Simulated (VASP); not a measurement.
Calculation: PBE GGA, VASP's PBE PAW potentials (set 64) (plane waves; VASP 6.6.1). Each cell was relaxed at this level.

Problem. Which of these has an unstable (imaginary) mode at Γ?
(A) BaTiO3, P4mm (99)
(B) Be2C, Fm-3m (225)
(C) GaN, F-43m (216)
(D) NaCl, Fm-3m (225)

Solution. A, BaTiO3, P4mm (99). Its optical Γ-point modes are 136i (×2), 151, 163 (×2), 274, 293 (×2), 371, 450 (×2), 571 cm⁻¹.
